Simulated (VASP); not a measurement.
Given:

```xyz
1
Lattice="-1.4677 1.4677 1.4677 1.4677 -1.4677 1.4677 1.4677 1.4677 -1.4677" Properties=species:S:1:pos:R:3 pbc="T T T"
V      0.0000     0.0000     0.0000
```

Computed with revTPSS meta-GGA, VASP's PBE PAW potentials (set 64) (plane waves; VASP). Numerical set-up: 520 eV cut-off, 17×17×17 Γ-centred mesh, first-order Methfessel-Paxton smearing of 0.10 eV, potentials V_sv.

Question: Give the stress tensor in GPa (positive for a compressed cell).

Answer: 
```
7.01  0.00  0.00
0.00  7.01  0.00
0.00  0.00  7.01
```
The pressure is its mean diagonal, 7.01 GPa.

The compound is V in the bcc structure. This cell is one point of a volume scan, at 0.97 of the reference volume. The run is not spin-polarised, so no magnetic state was tried.
